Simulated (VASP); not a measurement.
Data:

```
CELL_PARAMETERS angstrom
      0.00000     2.93287     2.93287
      2.93287     0.00000     2.93287
      2.93287     2.93287     0.00000
ATOMIC_POSITIONS crystal
  Hg 0.00000 0.00000 0.00000
  S  0.25000 0.25000 0.25000
```

All values below come from PBE GGA with D3 dispersion (Becke-Johnson damping), VASP's PBE PAW potentials (set 64) (plane waves; VASP). Run with 520 eV cut-off, 11×11×11 Γ-centred mesh, first-order Methfessel-Paxton smearing of 0.10 eV, potentials Hg S.

Unless said otherwise, spin-orbit coupling is left out, though it shifts the bands of the heavy elements here.

Q: What does the run give for the energy per atom (σ→0), pressure, band gap (on the k-mesh) with the smallest direct gap where there is one?

A: 
```json
{
  "band gap (on the k-mesh)": "none (metal, semimetal or under 0.01 eV)",
  "energy per atom (σ→0)": "-2.574 eV/atom",
  "pressure": "1.81 GPa"
}
```

The compound is HgS in the zinc blende structure, metacinnabar; cinnabar is the stable form. This cell is one point of a volume scan, at 0.97 of the reference volume.
